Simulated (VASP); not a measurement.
Runs of VASP 6.6.1 on H2. The cell holds a molecule in a box, 2 atoms: a = 10.000 Å, b = 10.500 Å, c = 11.000 Å, α = 90.00°, β = 90.00°, γ = 90.00°. 

| level | potentials or basis | cutoff (eV) | smearing | gap on the mesh (eV) | largest force (eV/Å) |
| --- | --- | --- | --- | --- | --- |
| PBEsol | VASP PAW PBE potentials, release 64 (H) | 520 | gaussian 0.5 eV | 9.98 | - |
| PBEsol | VASP PAW PBE potentials, release 64 (H) | 700 | gaussian 0.02 eV | 9.98 | 0.01 |
| r2SCAN | VASP PAW PBE potentials, release 64 (H) | 520 | gaussian 0.02 eV | 10.91 | (a) |
| PBEsol | VASP PAW PBE potentials, release 64 (H_h) | 900 | gaussian 0.02 eV | 9.98 | - |

Alike in all rows: task single point; no spin polarisation; cell as given; k mesh 1 × 1 × 1.

**Question.** Estimate the missing entries.

**Answer.** (a) 0.58.

Caveats: the PAW data sets were made with another functional, which shifts forces and pressure a little.

A k mesh can miss the band edges.

Not every run made on this cell is shown here.
